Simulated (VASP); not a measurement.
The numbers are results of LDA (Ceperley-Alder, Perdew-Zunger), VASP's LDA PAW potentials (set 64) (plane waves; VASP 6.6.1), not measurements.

VASP input:

File KPOINTS:
```
Automatic mesh
0
Gamma
10 10 10
0 0 0
```

### POSCAR
```
HgTe
4.6048630
  0.0000000000   0.7071068212   0.7071068212
  0.7071068212   0.0000000000   0.7071068212
  0.7071068212   0.7071068212   0.0000000000
Hg Te
1 1
direct
  0.0000000000   0.0000000000   0.0000000000
  0.2500000000   0.2500000000   0.2500000000
```

INCAR:
```
SYSTEM = HgTe
PREC = Accurate
ENCUT = 520
EDIFF = 1E-7
NELM = 100
ALGO = Normal
LREAL = .FALSE.
LASPH = .TRUE.
ISMEAR = 1
SIGMA = 0.1
LMAXMIX = 6
LWAVE = .FALSE.
LCHARG = .FALSE.
ISIF = 2
```

POTCAR, in this order: Hg Te (LDA.64 set). Program: vasp_std.

What VASP printed:

### OSZICAR
```
       N       E                     dE             d eps       ncg     rms          rms(c)
DAV:   1     0.105928537639E+03    0.10593E+03   -0.81065E+03  1230   0.119E+03
DAV:   2    -0.564877722273E+00   -0.10649E+03   -0.10127E+03  1312   0.266E+02
DAV:   3    -0.520737167024E+01   -0.46425E+01   -0.45978E+01  1512   0.576E+01
DAV:   4    -0.525405592763E+01   -0.46684E-01   -0.46678E-01  1710   0.529E+00
DAV:   5    -0.525419626970E+01   -0.14034E-03   -0.14034E-03  1487   0.280E-01    0.756E+00
DAV:   6    -0.504589879542E+01    0.20830E+00   -0.49858E-01  1407   0.105E+01    0.601E+00
DAV:   7    -0.503298226723E+01    0.12917E-01   -0.10068E-01  1357   0.252E+00    0.216E+00
DAV:   8    -0.503027797109E+01    0.27043E-02   -0.10712E-02  1267   0.143E+00    0.573E-01
DAV:   9    -0.502991336715E+01    0.36460E-03   -0.80757E-04  1412   0.340E-01    0.130E-01
DAV:  10    -0.502990705353E+01    0.63136E-05   -0.70325E-05  1395   0.881E-02    0.550E-02
DAV:  11    -0.502990869460E+01   -0.16411E-05   -0.16920E-05  1395   0.423E-02    0.254E-02
DAV:  12    -0.502990775884E+01    0.93577E-06   -0.28486E-06  1312   0.165E-02    0.125E-02
DAV:  13    -0.502990777437E+01   -0.15529E-07   -0.18825E-07  1258   0.310E-03
   1 F= -.50299078E+01 E0= -.50299834E+01  d E =0.226894E-03
```

OUTCAR:
```
------------------------ aborting loop because EDIFF is reached ----------------------------------------
  FORCE on cell =-STRESS in cart. coord.  units (eV):
  Direction    XX          YY          ZZ          XY          YZ          ZX
  --------------------------------------------------------------------------------------
  Total       -0.5738400     -0.5738400     -0.5738400     -0.0000000     -0.0000000      0.0000000
  in kB      -13.3157661    -13.3157661    -13.3157661     -0.0000000     -0.0000000      0.0000000
  external PRESSURE =     -13.3157661 kB  Pullay stress =       0.0000000 kB
  volume of cell :       69.05
      direct lattice vectors                 reciprocal lattice vectors
     0.000000000  3.256130038  3.256130038    -0.153556521  0.153556521  0.153556521
     3.256130038  0.000000000  3.256130038     0.153556521 -0.153556521  0.153556521
     3.256130038  3.256130038  0.000000000     0.153556521  0.153556521 -0.153556521
 POSITION                                       TOTAL-FORCE (eV/Angst)
 -----------------------------------------------------------------------------------
      0.00000      0.00000      0.00000        -0.000000     -0.000000     -0.000000
      1.62807      1.62807      1.62807         0.000000      0.000000      0.000000
 -----------------------------------------------------------------------------------
    total drift:                               -0.000000     -0.000000     -0.000000
  FREE ENERGIE OF THE ION-ELECTRON SYSTEM (eV)
  ---------------------------------------------------
  free  energy   TOTEN  =        -5.0299077744 eV

  energy  without entropy=       -5.0301346679  energy(sigma->0) =       -5.02998341
```
(Selected blocks of OUTCAR.)

### OUTCAR
```
 val. band max:        2.5528575327   @ k =   0.1000   0.0000   0.0000

 cond. band min:       2.6644533119   @ k =   0.0000   0.0000   0.0000


 Fermi energy:         2.6529012942

 k-point     1 :       0.0000    0.0000    0.0000
  band No.  band energies     occupation
      1      -9.2183      2.00000
      2      -4.5803      2.00000
      3      -4.5803      2.00000
      4      -4.5803      2.00000
      5      -4.0740      2.00000
      6      -4.0740      2.00000
      7       1.7438      2.00000
      8       2.6645      0.80592
      9       2.6645      0.80592
     10       2.6645      0.80591
     11       6.8609      0.00000
     12       6.8609      0.00000
     13       6.8609      0.00000

 k-point     2 :       0.1000    0.0000    0.0000
  band No.  band energies     occupation
      1      -9.1704      2.00000
      2      -4.5669      2.00000
      3      -4.5669      2.00000
      4      -4.5634      2.00000
      5      -4.0755      2.00000
      6      -4.0755      2.00000
      7       1.0137      2.00000
      8       2.5529      2.05035
      9       2.5529      2.05035
     10       3.1201     -0.00000
     11       6.7275      0.00000
     12       7.0115      0.00000
     13       7.0115      0.00000

 k-point     3 :       0.2000    0.0000    0.0000
  band No.  band energies     occupation
      1      -9.0407      2.00000
      2      -4.5333      2.00000
      3      -4.5333      2.00000
      4      -4.4950      2.00000
      5      -4.0769      2.00000
      6      -4.0769      2.00000
      7      -0.1309      2.00000
      8       2.2887      2.00000
      9       2.2887      2.00000
     10       3.4211     -0.00000
     11       7.0142      0.00000
     12       7.3336      0.00000
     13       7.3336      0.00000

 k-point     4 :       0.3000    0.0000    0.0000
  band No.  band energies     occupation
      1      -8.8719      2.00000
      2      -4.4962      2.00000
      3      -4.4962      2.00000
...
```

Unless said otherwise, spin-orbit coupling is left out, though it shifts the bands of the heavy elements here.

The compound is HgTe in the zinc blende structure. This cell is one point of a volume scan, at 1.03 of the reference volume.
